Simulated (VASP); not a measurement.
OSZICAR of a VASP run on LaC (relaxed from the zinc blende structure, space group F-43m):

File OSZICAR:
```
       N       E                     dE             d eps       ncg     rms          rms(c)
DAV:   1     0.140452767083E+03    0.14045E+03   -0.53742E+03  1584   0.176E+03
DAV:   2     0.154376203735E+01   -0.13891E+03   -0.13603E+03  2328   0.258E+02
DAV:   3    -0.141813547495E+02   -0.15725E+02   -0.15437E+02  2492   0.120E+02
DAV:   4    -0.149009401933E+02   -0.71959E+00   -0.69136E+00  2560   0.234E+01
DAV:   5    -0.149720281109E+02   -0.71088E-01   -0.70924E-01  2781   0.739E+00    0.728E+00
DAV:   6    -0.130805848871E+02    0.18914E+01   -0.13583E+01  2580   0.221E+01    0.329E+00
DAV:   7    -0.130524912268E+02    0.28094E-01   -0.63018E-01  2765   0.760E+00    0.176E+00
DAV:   8    -0.130568394407E+02   -0.43482E-02   -0.17248E-01  2648   0.506E+00    0.509E-01
DAV:   9    -0.130546600072E+02    0.21794E-02   -0.25496E-02  3024   0.158E+00    0.251E-01
DAV:  10    -0.130551661467E+02   -0.50614E-03   -0.79521E-03  2741   0.124E+00    0.911E-02
DAV:  11    -0.130550332414E+02    0.13291E-03   -0.14762E-03  2781   0.447E-01    0.426E-02
DAV:  12    -0.130550674870E+02   -0.34246E-04   -0.10496E-04  2664   0.129E-01    0.109E-02
DAV:  13    -0.130550687167E+02   -0.12297E-05   -0.54587E-06  3072   0.239E-02    0.406E-03
DAV:  14    -0.130550678735E+02    0.84317E-06   -0.37220E-06  2768   0.157E-02    0.121E-03
DAV:  15    -0.130550678919E+02   -0.18362E-07   -0.20039E-07  1872   0.411E-03
   1 F= -.13055068E+02 E0= -.13055068E+02  d E =0.000000E+00
```

**Question.** Which electronic solver shows in the log?

**Answer.** It is blocked Davidson (ALGO = Normal, or the opening steps of other solvers). The INCAR had ALGO = Normal.

**Question.** Can the final energy be trusted as converged?

**Answer.** The run converged. It stopped with EDIFF = 1E-7, NELM = 100 (PBE GGA, plane waves, VASP's PBE PAW potentials (set 64)).

The structure was generated: LaC was put into the zinc blende type (F-43m), which need not be its known phase. It was relaxed first, which changed the volume by -31 %. The electron count is odd and the run is not spin-polarised, which forces a metal.
